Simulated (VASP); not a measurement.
Level of theory: RPBE GGA, VASP's PBE PAW potentials (set 64) (plane waves; VASP).

VASP input:

### INCAR
```
SYSTEM  =  Hf
PREC  =  Accurate; ENCUT  =  520; LREAL  =  .FALSE.
LASPH  =  .TRUE.
EDIFF  =  1E-7; NELM  =  100; ALGO  =  Normal
LMAXMIX  =  6
ISMEAR  =  1; SIGMA  =  0.1
GGA  =  RP
IBRION  =  2; NSW  =  30; ISIF  =  4
EDIFFG  =  -0.01
LWAVE  =  .FALSE.; LCHARG  =  .FALSE.
```

**KPOINTS**
```
Automatic mesh
0
Gamma
13 13 7
0 0 0
```

### POSCAR
```
Hf
1.0
  1.5978890552  -2.7676249895   0.0000000000
  1.5978890552   2.7676249895   0.0000000000
  0.0000000000   0.0000000000   5.0565016407
Hf
2
Cart
  1.5978890552   0.9225435082   1.2641254102
  1.5978890552  -0.9225435082   3.7923762305
```

POTCAR, in this order: Hf_pv (PBE.64 set). Program: vasp_std.

The resulting files:

OUTCAR:
```
 ion  position               nearest neighbor table
   1  0.333  0.667  0.250-   2 3.13   2 3.13   2 3.13   2 3.13   2 3.13   2 3.13
   2  0.667  0.333  0.750-   1 3.13   1 3.13   1 3.13   1 3.13   1 3.13   1 3.13
  LATTYP: Found a hexagonal cell.
 ALAT       =     3.1957780767
 C/A-ratio  =     1.5822442984
 Subroutine PRICEL returns:
 Original cell was already a primitive cell.
 Subroutine GETGRP returns: Found 24 space group operations
The static configuration has the point symmetry D_3d.
 The point group associated with its full space group is D_6h.
The dynamic configuration has the point symmetry D_3d.
 Subroutine INISYM returns: Found 24 space group operations
 Subroutine IBZKPT returns following result:
 Found     84 irreducible k-points:

 Following reciprocal coordinates:
            Coordinates               Weight
  0.000000  0.000000  0.000000      1.000000
  0.076923 -0.000000  0.000000      6.000000
  0.153846  0.000000  0.000000      6.000000
  0.230769  0.000000  0.000000      6.000000
  0.307692  0.000000  0.000000      6.000000
  0.384615 -0.000000  0.000000      6.000000
  0.461538 -0.000000  0.000000      6.000000
...
```

OSZICAR:
```
       N       E                     dE             d eps       ncg     rms          rms(c)
DAV:   1     0.480824378001E+02    0.48082E+02   -0.11691E+04  2360   0.136E+03
DAV:   2    -0.176224662499E+02   -0.65705E+02   -0.64620E+02  2916   0.268E+02
DAV:   3    -0.196373242762E+02   -0.20149E+01   -0.19937E+01  3170   0.309E+01
DAV:   4    -0.196546086672E+02   -0.17284E-01   -0.17278E-01  2726   0.365E+00
DAV:   5    -0.196548765175E+02   -0.26785E-03   -0.26784E-03  3234   0.367E-01    0.652E+01
DAV:   6    -0.191764189921E+02    0.47846E+00   -0.47713E-01  2520   0.547E+00    0.388E+01
DAV:   7    -0.190089672132E+02    0.16745E+00   -0.83636E-01  2508   0.693E+00    0.200E+00
DAV:   8    -0.189993267992E+02    0.96404E-02   -0.56603E-02  2610   0.181E+00    0.238E-01
DAV:   9    -0.189994234909E+02   -0.96692E-04   -0.11392E-03  3312   0.273E-01    0.211E-01
DAV:  10    -0.189994113749E+02    0.12116E-04   -0.86765E-05  2676   0.746E-02    0.380E-01
DAV:  11    -0.189994135168E+02   -0.21419E-05   -0.16404E-05  2892   0.343E-02    0.185E-02
DAV:  12    -0.189994139615E+02   -0.44472E-06   -0.96021E-07  3232   0.755E-03    0.623E-03
DAV:  13    -0.189994138756E+02    0.85906E-07   -0.20550E-08  1944   0.140E-03
   1 F= -.18999414E+02 E0= -.18999283E+02  d E =-.189994E+02
       N       E                     dE             d eps       ncg     rms          rms(c)
DAV:   1    -0.189998203585E+02   -0.40640E-03   -0.22347E-02  2388   0.125E+00    0.130E-01
DAV:   2    -0.189995848410E+02    0.23552E-03   -0.34171E-04  3114   0.148E-01    0.596E-02
DAV:   3    -0.189995084361E+02    0.76405E-04   -0.85030E-05  3166   0.663E-02    0.509E-02
DAV:   4    -0.189994957427E+02    0.12693E-04   -0.32191E-05  3306   0.415E-02    0.231E-02
DAV:   5    -0.189994960727E+02   -0.32999E-06   -0.20164E-06  2898   0.108E-02    0.229E-03
DAV:   6    -0.189994960937E+02   -0.21017E-07   -0.36159E-08  1632   0.156E-03
   2 F= -.18999496E+02 E0= -.18999390E+02  d E =-.822181E-04
```

File OUTCAR:
```
------------------------ aborting loop because EDIFF is reached ----------------------------------------
  FORCE on cell =-STRESS in cart. coord.  units (eV):
  Direction    XX          YY          ZZ          XY          YZ          ZX
  --------------------------------------------------------------------------------------
  Total        0.9150310      0.9150310      0.9081372      0.0000000      0.0000000      0.0000000
  in kB       32.7802600     32.7802590     32.5332938      0.0000000      0.0000000      0.0000000
  external PRESSURE =      32.6979376 kB  Pullay stress =       0.0000000 kB
  volume of cell :       44.72
      direct lattice vectors                 reciprocal lattice vectors
     1.599138574 -2.769789217  0.000000000     0.312668338 -0.180519152  0.000000000
     1.599138574  2.769789217 -0.000000000     0.312668338  0.180519152 -0.000000000
     0.000000000  0.000000000  5.048602738     0.000000000  0.000000000  0.198074606
 POSITION                                       TOTAL-FORCE (eV/Angst)
 -----------------------------------------------------------------------------------
      1.59914      0.92326      1.26215        -0.000000      0.000000      0.000000
      1.59914     -0.92326      3.78645         0.000000     -0.000000      0.000000
 -----------------------------------------------------------------------------------
    total drift:                                0.000000      0.000183     -0.000016
  FREE ENERGIE OF THE ION-ELECTRON SYSTEM (eV)
  ---------------------------------------------------
  free  energy   TOTEN  =       -18.9994960937 eV

  energy  without entropy=      -18.9991780310  energy(sigma->0) =      -18.99939007

 reached required accuracy - stopping structural energy minimisation
```
(Selected blocks of OUTCAR.)

File CONTCAR:
```
Hf
   1.00000000000000
     1.5991385735053194   -2.7697892168883236    0.0000000000000000
     1.5991385735053194    2.7697892168883236   -0.0000000000000000
     0.0000000000000000    0.0000000000000000    5.0486027375491505
  Hf
     2
Direct
     0.3333330000000032    0.6666669999999968    0.2500000000000000
     0.6666669999999968    0.3333330000000032    0.7500000000000000
```

### OUTCAR
```
 val. band max:        5.0300085204   @ k =   0.0000   0.0000   0.2857

 cond. band min:       5.0336588571   @ k =   0.0000   0.0000   0.4286


 Fermi energy:         5.0311183861

 k-point     1 :       0.0000    0.0000    0.0000
  band No.  band energies     occupation
      1     -26.0889      2.00000
      2     -25.3477      2.00000
      3     -25.3477      2.00000
      4     -25.2227      2.00000
      5     -25.2191      2.00000
      6     -25.2191      2.00000
      7      -2.3581      2.00000
      8       1.3297      2.00000
      9       5.6464     -0.00000
     10       6.2243     -0.00000
     11       6.2243     -0.00000
     12       6.5277     -0.00000
     13       7.0542      0.00000
     14       7.0542      0.00000

 k-point     2 :       0.0769   -0.0000    0.0000
  band No.  band energies     occupation
      1     -26.0737      2.00000
      2     -25.3798      2.00000
      3     -25.3585      2.00000
      4     -25.2532      2.00000
      5     -25.2298      2.00000
      6     -25.2234      2.00000
      7      -2.1797      2.00000
      8       1.5051      2.00000
      9       5.4133     -0.00000
     10       5.7764     -0.00000
     11       6.3923     -0.00000
     12       6.8192     -0.00000
     13       6.9096     -0.00000
     14       7.2135      0.00000

 k-point     3 :       0.1538    0.0000    0.0000
  band No.  band energies     occupation
      1     -26.0297      2.00000
      2     -25.4691      2.00000
      3     -25.3878      2.00000
      4     -25.3455      2.00000
      5     -25.2512      2.00000
      6     -25.2360      2.00000
      7      -1.6665      2.00000
      8       1.9828      2.00000
      9       4.8339      2.01748
     10       5.1260     -0.03792
     11       6.3754     -0.00000
     12       6.8887     -0.00000
     13       7.0162     -0.00000
     14       7.1096      0.00000

 k-point     4 :       0.2308    0.0000    0.0000
  band No.  band energies     occupation
...
```

Unless said otherwise, spin-orbit coupling is left out, though it shifts the bands of the heavy elements here.

The compound is Hf in the hcp structure. This cell is one point of a volume scan, at 0.97 of the reference volume. Symmetry was kept, so distortions that lower it aren't found.
